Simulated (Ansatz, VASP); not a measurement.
**YAl2N3: VASP beside Ansatz**

```
Y Al N
1.0
     2.49755   -2.51319    0.00000
     2.49755    2.51319    0.00000
     0.00000    0.00000    5.86432
Y Al N
1 2 3
Direct
  0.50000 0.50000 0.00000
  0.00000 0.00000 0.31555
  0.00000 0.00000 0.68445
  0.00000 0.50000 0.50000
  0.50000 0.00000 0.50000
  0.00000 0.00000 0.00000
```

Alike in both runs: functional PBE; k mesh 6 × 6 × 4; occupations gaussian, width 0.1 eV; no spin polarisation.

Ansatz relaxed the structure, and its values are those at the end. VASP's run is a single point on that final structure, the one shown.

|  | VASP | Ansatz |
| --- | --- | --- |
| version | VASP 6.6.1 | Ansatz 0.2.0 |
| potentials or method | VASP PAW PBE potentials, release 64 (Y_sv, Al, N) | scalar-relativistic, plane waves, PAW |
| plane-wave cutoff (eV) | 520 | 420 |
| valence electrons in the cell | 32 | 32 |

```tsv
	VASP	Ansatz	Ansatz less VASP
gap on the k mesh at the Fermi level (eV)	none	none	-
pressure (GPa)	0.0	0.2	+0.15
rms of the force components (eV/Å)	0.005	0.001	-0.0041
```

A gap of «none» marks a metal or a gap that the smearing closes.
